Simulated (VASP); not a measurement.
Calculation: PBE GGA + U (Dudarev), VASP's PBE PAW potentials (set 64) (plane waves; VASP 6.6.1).

A VASP calculation is set up with these files.

POSCAR:
```
MnO
1
    4.4400000000     2.2200000000     2.2200000000
    2.2200000000     4.4400000000     2.2200000000
    2.2200000000     2.2200000000     4.4400000000
Mn O
2 2
Direct
  0.0000000000   0.0000000000   0.0000000000
  0.5000000000   0.5000000000   0.5000000000
  0.2500000000   0.2500000000   0.2500000000
  0.7500000000   0.7500000000   0.7500000000
```

### INCAR
```
ALGO  =  Normal
EDIFF  =  1E-6
ENCUT  =  520
GGA  =  PE
ISIF  =  2
ISMEAR  =  0
ISPIN  =  2
LASPH  =  T
LCHARG  =  F
LDAU  =  T
LDAUJ  =  0 0
LDAUL  =  2 -1
LDAUPRINT  =  1
LDAUTYPE  =  2
LDAUU  =  5.0 0
LMAXMIX  =  2
LORBIT  =  10
LREAL  =  F
LWAVE  =  F
MAGMOM  =  5.0 -5.0 0.0 0.0
NELM  =  100
PREC  =  Accurate
SIGMA  =  0.05
SYSTEM  =  MnO
```

**KPOINTS**
```
Automatic mesh
0
Gamma
7 7 7
0 0 0
```

POTCAR, in this order: Mn_pv O (PBE.64 set). Program: vasp_std.

The run wrote:

**OSZICAR**
```
       N       E                     dE             d eps       ncg     rms          rms(c)
DAV:   1     0.461334254694E+03    0.46133E+03   -0.22487E+04  4136   0.204E+03
DAV:   2     0.195003376034E+02   -0.44183E+03   -0.43449E+03  4118   0.562E+02
DAV:   3    -0.306596615481E+02   -0.50160E+02   -0.49052E+02  5758   0.176E+02
DAV:   4    -0.319759730084E+02   -0.13163E+01   -0.13131E+01  4510   0.298E+01
DAV:   5    -0.319953941411E+02   -0.19421E-01   -0.19417E-01  4969   0.412E+00    0.194E+01
DAV:   6    -0.293576850319E+02    0.26377E+01   -0.36129E+01  5171   0.567E+01    0.165E+01
DAV:   7    -0.305124913377E+02   -0.11548E+01   -0.39415E+00  4776   0.233E+01    0.104E+01
DAV:   8    -0.301672846169E+02    0.34521E+00   -0.21833E+00  4867   0.109E+01    0.661E+00
DAV:   9    -0.306154451353E+02   -0.44816E+00   -0.25553E-01  4811   0.533E+00    0.146E+00
DAV:  10    -0.306054263466E+02    0.10019E-01   -0.41557E-02  4986   0.235E+00    0.710E-01
DAV:  11    -0.306068252457E+02   -0.13989E-02   -0.14257E-02  4678   0.963E-01    0.504E-01
DAV:  12    -0.306048295750E+02    0.19957E-02   -0.19327E-02  4734   0.889E-01    0.252E-01
DAV:  13    -0.306050092016E+02   -0.17963E-03   -0.65208E-04  4633   0.325E-01    0.524E-02
DAV:  14    -0.306049735899E+02    0.35612E-04   -0.12471E-04  4629   0.108E-01    0.493E-02
DAV:  15    -0.306049720493E+02    0.15406E-05   -0.78700E-05  4996   0.875E-02    0.604E-03
DAV:  16    -0.306049726340E+02   -0.58474E-06   -0.66717E-06  4347   0.250E-02
   1 F= -.30604973E+02 E0= -.30604973E+02  d E =-.680531E-28  mag=     0.0000
```

**OUTCAR**
```
------------------------ aborting loop because EDIFF is reached ----------------------------------------
  FORCE on cell =-STRESS in cart. coord.  units (eV):
  Direction    XX          YY          ZZ          XY          YZ          ZX
  --------------------------------------------------------------------------------------
  Total        1.8608227      1.8608227      1.8608227     -0.2775280     -0.2775280     -0.2775280
  in kB       68.1234548     68.1234548     68.1234548    -10.1601115    -10.1601115    -10.1601115
  external PRESSURE =      68.1234548 kB  Pullay stress =       0.0000000 kB
  volume of cell :       43.76
      direct lattice vectors                 reciprocal lattice vectors
     4.440000000  2.220000000  2.220000000     0.337837838 -0.112612613 -0.112612613
     2.220000000  4.440000000  2.220000000    -0.112612613  0.337837838 -0.112612613
     2.220000000  2.220000000  4.440000000    -0.112612613 -0.112612613  0.337837838
 POSITION                                       TOTAL-FORCE (eV/Angst)
 -----------------------------------------------------------------------------------
      0.00000      0.00000      0.00000        -0.000000     -0.000000     -0.000000
      4.44000      4.44000      4.44000        -0.000000      0.000000      0.000000
      2.22000      2.22000      2.22000        -0.000000      0.000000     -0.000000
      6.66000      6.66000      6.66000         0.000000     -0.000000      0.000000
 -----------------------------------------------------------------------------------
    total drift:                                0.000000     -0.000000     -0.000000
  FREE ENERGIE OF THE ION-ELECTRON SYSTEM (eV)
  ---------------------------------------------------
  free  energy   TOTEN  =       -30.6049726340 eV

  energy  without entropy=      -30.6049726340  energy(sigma->0) =      -30.60497263

 total charge

# of ion       s       p       d       tot
------------------------------------------
    1        0.207   6.184   4.964  11.355
    2        0.207   6.184   4.964  11.355
    3        1.554   3.460   0.000   5.015
    4        1.554   3.460   0.000   5.015
--------------------------------------------------
tot          3.522  19.289   9.928  32.740

 magnetization (x)

# of ion       s       p       d       tot
------------------------------------------
    1        0.021   0.021   4.565   4.607
    2       -0.021  -0.021  -4.565  -4.607
    3        0.000   0.000   0.000   0.000
    4        0.000   0.000   0.000   0.000
--------------------------------------------------
tot          0.000   0.000   0.000   0.000
```
(Selected blocks of OUTCAR.)

The compound is MnO in the rock salt, AFM-II order structure. The cell was not relaxed at this level. The run is one of a series of settings (LDAU = .TRUE., LDAUJ = 0 0, LDAUL = 2 -1, LDAUTYPE = 2, LDAUU = 5.0 0, LMAXMIX = 2 against the base run), some of them coarse on purpose.
